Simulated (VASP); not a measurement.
Here is the system:

```
HgTe
1.0
    0.00000     3.32117     3.32117
    3.32117     0.00000     3.32117
    3.32117     3.32117     0.00000
Hg Te
1 1
Cartesian
  0.00000   0.00000   0.00000
  1.66058   1.66058   1.66058
```

These are TPSS meta-GGA, VASP's PBE PAW potentials (set 64) (plane waves; VASP) values and carry that method's errors. Numerical set-up: 520 eV cut-off, 11×11×11 Γ-centred mesh, tetrahedra with Blöchl corrections, potentials Hg Te.

Unless said otherwise, spin-orbit coupling is left out, though it shifts the bands of the heavy elements here.

Question: Tabulate the total density of states (states/eV per cell) against energy (eV; zero at the valence-band maximum or, without a gap, the Fermi level).

Answer: 
(E (eV), DOS (states/eV)): (-9.94, 0.00); (-9.59, 0.00); (-9.23, 0.00); (-8.88, 0.00); (-8.53, 0.00); (-8.18, 0.00); (-7.82, 0.00); (-7.59, 0.00); (-7.23, 0.00); (-6.88, 15.0); (-6.53, 26.9); (-6.18, 4.03); (-5.82, 0.00); (-5.47, 0.00); (-5.12, 0.00); (-4.76, 2.02); (-4.41, 0.90); (-4.06, 0.56); (-3.71, 0.41); (-3.35, 0.29); (-3.12, 0.24); (-2.76, 0.16); (-2.41, 2.03); (-2.06, 1.79); (-1.71, 2.31); (-1.35, 2.17); (-1.00, 2.07); (-0.65, 1.08); (-0.29, 0.49); (0.06, 0.00); (0.41, 0.02); (0.77, 0.08); (1.12, 0.51); (1.35, 0.70); (1.71, 0.85); (2.06, 1.66); (2.41, 1.71); (2.77, 0.44); (3.12, 0.24); (3.47, 0.48)
Within 2 eV below the Fermi level the largest weight inside VASP's projection spheres is Te p.

The compound is HgTe in the zinc blende structure. It was relaxed first, which changed the volume by +9 %.
